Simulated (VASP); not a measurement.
These are PBE GGA, VASP's PBE PAW potentials (set 64) (plane waves; VASP 6.6.1) values and carry that method's errors.

The input files of a VASP run:

POSCAR:
```
AgCl
1
    0.0000000000     2.7176365665     2.7176365665
    2.7176365665     0.0000000000     2.7176365665
    2.7176365665     2.7176365665     0.0000000000
Ag Cl
1 1
Direct
  0.0000000000   0.0000000000   0.0000000000
  0.5000000000   0.5000000000   0.5000000000
```

### INCAR
```
# general
SYSTEM  = AgCl
PREC    = Accurate
ENCUT   = 500
LREAL   = .FALSE.
LASPH   = .TRUE.

# electronic loop
EDIFF   = 1E-6
NELM    = 100
ALGO    = Normal
LMAXMIX = 4

# smearing
ISMEAR  = 0
SIGMA   = 0.05

# functional
GGA     = PE

# ions
IBRION  = 2
NSW     = 40
ISIF    = 3
EDIFFG  = -0.02
PSTRESS = 100

# output
LWAVE   = .FALSE.
LCHARG  = .FALSE.
```

KPOINTS:
```
K-points
0
G
 8 8 8
```

POTCAR, in this order: Ag Cl (PBE.64 set). Program: vasp_std.

Q: What will the output report for the number of irreducible k-points (NKPTS), largest plane-wave count, number of space-group operations, FFT grid (NGX, NGY, NGZ)?

A: 
- number of irreducible k-points (NKPTS) = 29
- largest plane-wave count = 1036
- number of space-group operations = 48
- FFT grid (NGX, NGY, NGZ) = 28 × 28 × 28

The compound is AgCl in the rock salt structure. This run relaxes it under an external pressure of 10 GPa. Symmetry was kept, so distortions that lower it aren't found.
